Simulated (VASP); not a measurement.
The cell holds one KF (rock salt) (100) slab, with vacuum along c, ions free to move until forces fall under 0.03 eV/Å, no reconstruction beyond this cell, dipole correction on. Ionisation potential and electron affinity count from the cell's own band edges, surface states included.

Input:

```
KF
1.0
    3.76045     0.00000     0.00000
    0.00000     3.76045     0.00000
    0.00000     0.00000    25.54665
K F
4 4
Direct
  0.00000   0.50000   0.34350
  0.50000   0.00000   0.44785
  0.00000   0.50000   0.55215
  0.50000   0.00000   0.65650
  0.00000   0.50000   0.44745
  0.50000   0.00000   0.34468
  0.00000   0.50000   0.65532
  0.50000   0.00000   0.55255
```

Computed with r2SCAN meta-GGA, VASP's PBE PAW potentials (set 64) (plane waves; VASP). Numerical set-up: 450 eV cut-off, 5×5×1 Γ-centred mesh, Gaussian smearing of 0.050 eV, potentials K_sv F.

Slab and bulk use different k-meshes, so the surface energy is good to a few per cent at best.

Problem. Predict its surface energy, ionisation potential, electron affinity, band gap (on the k-mesh).

Solution. 
surface energy: 0.23 J/m²
ionisation potential: 6.36 eV
electron affinity: 0.30 eV
band gap (on the k-mesh): 6.05 eV

The cell is a thin slab with vacuum, built from KF (rock salt): (100) face.
